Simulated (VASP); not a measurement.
# SrAs3S (P2_1/m) in VASP: single point with PBE

Aim: the single point of SrAs3S with PBE.

Program: VASP 6.6.1. These are calculated values, not measurements. Logs are shortened: lines on timing, memory, paths and dates and some standing lists are left out, and cuts for length are marked.

## 1. Starting point

Symmetry: P2_1/m, No. 11, monoclinic system. Conventional cell: a = 5.743 Å, b = 5.641 Å, c = 7.834 Å, α = 90.00°, β = 91.61°, γ = 90.00°. Sr (site symmetry m) has 3 S at 2.99 to 3.12 Å and 4 As at 3.37 to 3.42 Å as nearest neighbours. S (site symmetry m) is surrounded by 1 As at 2.23 Å. As (site symmetry m) has 1 S at 2.23 Å as nearest neighbours. As (site symmetry 1) has 3 As at 2.43 to 2.79 Å as nearest neighbours.

The cell was built by a generator and needn't be a form met in nature.

## 2. Single point, PBE

INCAR reads:

```
SYSTEM = SrAs3S
ALGO = Fast ; EDIFF = 1E-6
ENCUT = 520 ; GGA = PE
ISIF = 2 ; ISMEAR = -1
LASPH = .True. ; LCHARG = .False.
LREAL = .False. ; LWAVE = .False.
NBANDS = 42 ; NELM = 100
PREC = Accurate ; SIGMA = 0.0339
```

KPOINTS reads:

```
k-points
0
Gamma
  3 4 4
  0 0 0
```

POSCAR reads:

```
SrAs3S
1.0
    7.7327345751      0.0000000000      1.2530055308
    0.0000000000      5.6408325628      0.0000000000
   -0.7589618541      0.0000000000      5.6928884938
Sr S As
2 2 6
Direct
    0.7541226973      0.2500000000      0.1151906312
    0.2458773027      0.7500000000      0.8848093688
    0.1205174311      0.2500000000     -0.1129396649
    0.8794825689      0.7500000000      1.1129396649
    0.0820153182      0.2500000000      0.5038047832
    0.9179846818      0.7500000000      0.4961952168
    0.3859667257      0.4729913360      0.3635116360
    0.6140332743      0.9729913360      0.6364883640
    0.6140332743      0.5270086640      0.6364883640
    0.3859667257      0.0270086640      0.3635116360
```

Potentials or basis: VASP PAW PBE potentials, release 64 (Sr_sv, S, As).

Command:

```console
> cat potpaw_PBE.64/Sr_sv/POTCAR potpaw_PBE.64/S/POTCAR potpaw_PBE.64/As/POTCAR > POTCAR
> mpirun -np 1 vasp_std > vasp.out
```

OUTCAR:

```text
SYSTEM = SrAs3S
   EDIFF = 1E-6
   ENCUT = 520
   GGA = PE
   ISIF = 2
   ISMEAR = -1
   LASPH = .True.
   LREAL = .False.
   NELM = 100
   PREC = Accurate

 ion  position               nearest neighbor table
   1  0.754  0.250  0.115-   4 2.99   4 2.99   3 3.12   9 3.37   8 3.37  10 3.42   7 3.42   5 3.45
                             8 3.52   9 3.52   6 3.81   6 3.81   2 4.93   2 4.93   2 5.08   2 5.08
   2  0.246  0.750  0.885-   3 2.99   3 2.99   4 3.12  10 3.37   7 3.37   8 3.42   9 3.42   6 3.45
                            10 3.52   7 3.52   5 3.81   5 3.81   1 4.93   1 4.93   1 5.08   1 5.08
   3  0.121  0.250  0.887-   5 2.23   2 2.99   2 2.99   1 3.12
   4  0.879  0.750  0.113-   6 2.23   1 2.99   1 2.99   2 3.12
   5  0.082  0.250  0.504-   3 2.23   7 2.79  10 2.79   1 3.45   2 3.81   2 3.81
   6  0.918  0.750  0.496-   4 2.23   8 2.79   9 2.79   2 3.45   1 3.81   1 3.81
   7  0.386  0.473  0.364-   9 2.43  10 2.52   5 2.79   2 3.37   1 3.42   2 3.52
   8  0.614  0.973  0.636-  10 2.43   9 2.52   6 2.79   1 3.37   2 3.42   1 3.52
   9  0.614  0.527  0.636-   7 2.43   8 2.52   6 2.79   1 3.37   2 3.42   1 3.52
  10  0.386  0.027  0.364-   8 2.43   7 2.52   5 2.79   2 3.37   1 3.42   2 3.52

  LATTYP: Found a simple monoclinic cell.
 ALAT       =     5.7432571333
 B/A-ratio  =     0.9821661179
 C/A-ratio  =     1.3639637889
 COS(beta)  =    -0.0281031427

  Lattice vectors:

 A1 = (  -0.7589618541,   0.0000000000,   5.6928884938)
 A2 = (   0.0000000000,   5.6408325628,   0.0000000000)
 A3 = (  -7.7327345751,   0.0000000000,  -1.2530055308)

Analysis of symmetry for initial positions (statically):
=====================================================================
 Subroutine PRICEL returns:
 Original cell was already a primitive cell.

 Routine SETGRP: Setting up the symmetry group for a
 simple monoclinic supercell.

 Subroutine GETGRP returns: Found  4 space group operations
 (whereof  2 operations were pure point group operations)
 out of a pool of  4 trial point group operations.

The static configuration has the point symmetry S_2 .
 The point group associated with its full space group is C_2h.

Analysis of symmetry for dynamics (positions and initial velocities):
=====================================================================
 Subroutine PRICEL returns:
 Original cell was already a primitive cell.

 Routine SETGRP: Setting up the symmetry group for a
 simple monoclinic supercell.

 Subroutine GETGRP returns: Found  4 space group operations
 (whereof  2 operations were pure point group operations)
 out of a pool of  4 trial point group operations.

The dynamic configuration has the point symmetry S_2 .
 The point group associated with its full space group is C_2h.

 Subroutine INISYM returns: Found  4 space group operations
 (whereof  2 operations are pure point group operations),
 and found     1 'primitive' translations

----------------------------------------------------------------------------------------

                                     Primitive cell

  volume of cell :     253.6828

  direct lattice vectors                    reciprocal lattice vectors
     7.732734575  0.000000000  1.253005531     0.126585769  0.000000000  0.016876102
     0.000000000  5.640832563  0.000000000     0.000000000  0.177278795  0.000000000
    -0.758961854  0.000000000  5.692888494    -0.027861545  0.000000000  0.171943320

  length of vectors
     7.833594760  5.640832563  5.743257133     0.127705754  0.177278795  0.174186024

  position of ions in fractional coordinates (direct lattice)
     0.754122697  0.250000000  0.115190631
     0.245877303  0.750000000  0.884809369
     0.120517431  0.250000000  0.887060335
     0.879482569  0.750000000  0.112939665
     0.082015318  0.250000000  0.503804783
     0.917984682  0.750000000  0.496195217
     0.385966726  0.472991336  0.363511636
     0.614033274  0.972991336  0.636488364
     0.614033274  0.527008664  0.636488364
     0.385966726  0.027008664  0.363511636

  ion indices of the primitive-cell ions
   primitive index   ion index
                 1           1
                 2           2
                 3           3
                 4           4
                 5           5
                 6           6
                 7           7
                 8           8
                 9           9
                10          10

----------------------------------------------------------------------------------------

 KPOINTS: k-points

Automatic generation of k-mesh.
 Grid dimensions read from file:
 generate k-points for:    3    4    4

 Generating k-lattice:

  Cartesian coordinates                     Fractional coordinates (reciprocal lattice)
     0.042195256  0.000000000  0.005625367     0.333333333  0.000000000  0.000000000
     0.000000000  0.044319699  0.000000000     0.000000000  0.250000000  0.000000000
    -0.006965386  0.000000000  0.042985830     0.000000000  0.000000000  0.250000000

  Length of vectors
     0.042568585  0.044319699  0.043546506

  Shift w.r.t. Gamma in fractional coordinates (k-lattice)
     0.000000000  0.000000000  0.000000000

 Subroutine IBZKPT returns following result:
 ===========================================

 Found     21 irreducible k-points:

 Following reciprocal coordinates:
            Coordinates               Weight
  0.000000  0.000000  0.000000      1.000000
  0.333333  0.000000 -0.000000      2.000000
  0.000000  0.250000  0.000000      2.000000
  0.333333  0.250000 -0.000000      4.000000
  0.000000  0.500000  0.000000      1.000000
  0.333333  0.500000 -0.000000      2.000000
[... 13 lines left out ...]
  0.000000  0.500000  0.500000      1.000000
  0.333333  0.500000  0.500000      2.000000
   k-points           NKPTS =     21   k-points in BZ     NKDIM =     21   number of bands    NBANDS=     42
   number of dos      NEDOS =    301   number of ions     NIONS =     10
   total plane-waves  NPLWV = 120960
   dimension x,y,z NGX =    60 NGY =   42 NGZ =   48
   dimension x,y,z NGXF=   120 NGYF=   84 NGZF=   96
   ions per type =               2   2   6
   NGX,Y,Z   is equivalent  to a cutoff of  12.73, 12.38, 13.89 a.u.
   NGXF,Y,Z  is equivalent  to a cutoff of  25.47, 24.76, 27.79 a.u.
 SYSTEM =  SrAs3S
   PREC   = accura    normal or accurate (medium, high low for compatibility)
   ISTART =      0    job   : 0-new  1-cont  2-samecut
   ICHARG =      2    charge: 1-file 2-atom 10-const
   ISPIN  =      1    spin polarized calculation?
   LNONCOLLINEAR =      F non collinear calculations
   LSORBIT =      F    spin-orbit coupling
   LASPH  =      T    aspherical Exc in radial PAW
   ENCUT  =  520.0 eV  38.22 Ry    6.18 a.u.  14.57 10.49 10.68*2*pi/ulx,y,z
   NELM   =    100;   NELMIN=  2; NELMDL= -5     # of ELM steps
   EDIFF  = 0.1E-05   stopping-criterion for ELM
[... 8 lines left out ...]
   TEBEG  =    0.0;   TEEND  =   0.0 temperature during run
   PSTRESS=    0.0 pullay stress
   NELECT =      62.0000    total number of electrons
   NUPDOWN=      -1.0000    fix difference up-down
   EMIN   =  10.00;   EMAX   =-10.00  energy-range for DOS
   EFERMI =   0.00;   METHOD = LEGACY
   ISMEAR =    -1;   SIGMA  =   0.03  broadening in eV -4-tet -1-fermi 0-gaus
   EFERMI_NEDOS =   21; number of points for ismear=-14 and -15
   IALGO  =     68    algorithm
   IMIX   =      4    mixing-type and parameters
     AMIX     =   0.40;   BMIX     =  1.00
     AMIX_MAG =   1.60;   BMIX_MAG =  1.00
  volume/ion in A,a.u.               =      25.37       171.19
  Fermi-wavevector in a.u.,A,eV,Ry     =   1.023548  1.934226 14.254162  1.047651
  Thomas-Fermi vector in A             =   2.157288
   LORBIT       =      0    0 simple, 1 ext, 2 COOP (PROOUT), +10 PAW based schemes
   GGA     = PE    functional components
   LHFCALC =     F    Hartree Fock is set to
   AEXX    =    0.0000 exact exchange contribution
   IVDW    =     0    specifies the selected vdW correction
   LEPSILON=     F    determine dielectric tensor
   LRPA    =     F    only Hartree local field effects (RPA)
 non-spin polarized calculation
 RMM-DIIS sequential band-by-band and
  energy-cutoff  :      520.00
  volume of cell :      253.68
 maximum number of plane-waves:      6876
 NGX is ok and might be reduce to    60
   NGX = 29   NGY = 21   NGZ = 21

 number of electron      61.9999998 magnetization

 Free energy of the ion-electron system (eV)
  ---------------------------------------------------
  ext. energy  EPLUGINS =         0.00000000
  ---------------------------------------------------
  free energy    TOTEN  =       -45.46280218 eV

  energy without entropy =      -45.45581250  energy(sigma->0) =      -45.45930734

 E-fermi :   4.1596     XC(G=0):  -9.2308

 val. band max:        4.0771989035   @ k =   0.3333   0.0000   0.2500
 cond. band min:       4.1789899931   @ k =   0.3333   0.5000   0.5000
 fundamental gap:      0.1017910896
 Fermi energy:         4.1596115140

 k-point     1 :       0.0000    0.0000    0.0000
  band No.  band energies     occupation
      1     -31.5283      2.00000
      2     -31.5269      2.00000
      3     -13.6385      2.00000
      4     -13.6117      2.00000
      5     -13.5997      2.00000
      6     -13.5531      2.00000
[... 34 lines left out ...]
     41       7.7235      0.00000
     42       8.3385      0.00000

 k-point     2 :       0.3333    0.0000   -0.0000
  band No.  band energies     occupation
      1     -31.5280      2.00000
      2     -31.5272      2.00000
      3     -13.6277      2.00000
      4     -13.6137      2.00000
      5     -13.5993      2.00000
      6     -13.5659      2.00000
[... 34 lines left out ...]
     41       8.1991      0.00000
     42       8.5758      0.00000

 k-point     3 :       0.0000    0.2500    0.0000
  band No.  band energies     occupation
      1     -31.5280      2.00000
      2     -31.5270      2.00000
      3     -13.6303      2.00000
      4     -13.6112      2.00000
      5     -13.5993      2.00000
      6     -13.5668      2.00000
[... 34 lines left out ...]
     41       7.8627      0.00000
     42       8.0055      0.00000

 k-point     4 :       0.3333    0.2500   -0.0000
  band No.  band energies     occupation
      1     -31.5278      2.00000
      2     -31.5272      2.00000
      3     -13.6285      2.00000
      4     -13.6134      2.00000
      5     -13.6015      2.00000
      6     -13.5820      2.00000
[... 709 lines left out ...]
     41       7.6820      0.00000
     42       8.0071      0.00000

 k-point    20 :       0.0000    0.5000    0.5000
  band No.  band energies     occupation
      1     -31.5273      2.00000
      2     -31.5273      2.00000
      3     -13.6266      2.00000
      4     -13.6266      2.00000
      5     -13.6013      2.00000
      6     -13.6013      2.00000
[... 34 lines left out ...]
     41       7.7645      0.00000
     42       7.7658      0.00000

 k-point    21 :       0.3333    0.5000    0.5000
  band No.  band energies     occupation
      1     -31.5273      2.00000
      2     -31.5273      2.00000
      3     -13.6249      2.00000
      4     -13.6249      2.00000
      5     -13.6075      2.00000
      6     -13.6075      2.00000
[... 34 lines left out ...]
     41       7.8127      0.00000
     42       7.9525      0.00000

------------------------ aborting loop because EDIFF is reached ----------------------------------------

  FORCE on cell =-STRESS in cart. coord.  units (eV):
  Direction    XX          YY          ZZ          XY          YZ          ZX
  --------------------------------------------------------------------------------------
  -------------------------------------------------------------------------------------
  Total        0.2557220      0.3274095      0.2627320      0.0000000      0.0000000      0.0808828
  in kB        1.6150562      2.0678110      1.6593291      0.0000000      0.0000000      0.5108294
  external PRESSURE =       1.7807321 kB  Pullay stress =       0.0000000 kB

 VOLUME and BASIS-vectors are now :
 -----------------------------------------------------------------------------
  energy-cutoff  :      520.00
  volume of cell :      253.68
      direct lattice vectors                 reciprocal lattice vectors
     7.732734575  0.000000000  1.253005531     0.126585769  0.000000000  0.016876102
     0.000000000  5.640832563  0.000000000     0.000000000  0.177278795  0.000000000
    -0.758961854  0.000000000  5.692888494    -0.027861545  0.000000000  0.171943320

 POSITION                                       TOTAL-FORCE (eV/Angst)
 -----------------------------------------------------------------------------------
      5.74401      1.41021      1.60069        -0.008303      0.000000     -0.001795
      1.22977      4.23062      5.34521         0.008303     -0.000000      0.001795
      0.25868      1.41021      5.20094        -0.001495      0.000000      0.012075
      6.71509      4.23062      1.74495         0.001495      0.000000     -0.012075
      0.25183      1.41021      2.97087        -0.011118      0.000000     -0.015001
      6.72194      4.23062      3.97502         0.011118      0.000000      0.015001
      2.70869      2.66806      2.55305        -0.027403      0.027692     -0.030991
      4.26509      5.48848      4.39284         0.027403      0.027692      0.030991
      4.26509      2.97277      4.39284         0.027403     -0.027692      0.030991
      2.70869      0.15235      2.55305        -0.027403     -0.027692     -0.030991
 -----------------------------------------------------------------------------------
    total drift:                               -0.000000     -0.000000      0.000000

  FREE ENERGIE OF THE ION-ELECTRON SYSTEM (eV)
  ---------------------------------------------------
  free  energy   TOTEN  =       -45.4628021789 eV

  energy  without entropy=      -45.4558124982  energy(sigma->0) =      -45.45930734
```

It took 3.8 min on 1 thread of AMD EPYC 9R45 (Zen 5), shared host; peak memory 0.44 GiB.

Results:

| Property | Result |
| --- | --- |
| Free energy | -45.4628 eV |
| Pressure | 0.2 GPa |
| Largest force | 0.050 eV/Å |
| Band gap on the k mesh | none (metal or under the smearing width) |

Forces in eV/Å, atoms in the order of the input:
```
Sr  -0.008  0.000 -0.002
Sr   0.008  0.000  0.002
S   -0.001  0.000  0.012
S    0.001  0.000 -0.012
As  -0.011  0.000 -0.015
As   0.011  0.000  0.015
As  -0.027  0.028 -0.031
As   0.027  0.028  0.031
As   0.027 -0.028  0.031
As  -0.027 -0.028 -0.031
```

Levels at points of the mesh, in eV from the Fermi level:
```csv
k point,band 29,band 30,band 31,band 32,band 33,band 34
"(0.00, 0.00, 0.00)",-1.81,-1.48,-0.27,0.77,0.98,1.78
"(0.00, 0.50, 0.00)",-1.56,-1.56,-0.61,-0.61,0.61,0.61
"(0.00, 0.00, 0.50)",-1.62,-0.75,-0.70,0.56,0.93,1.38
"(0.00, 0.50, 0.50)",-1.10,-1.10,-0.76,-0.76,0.72,0.72
```
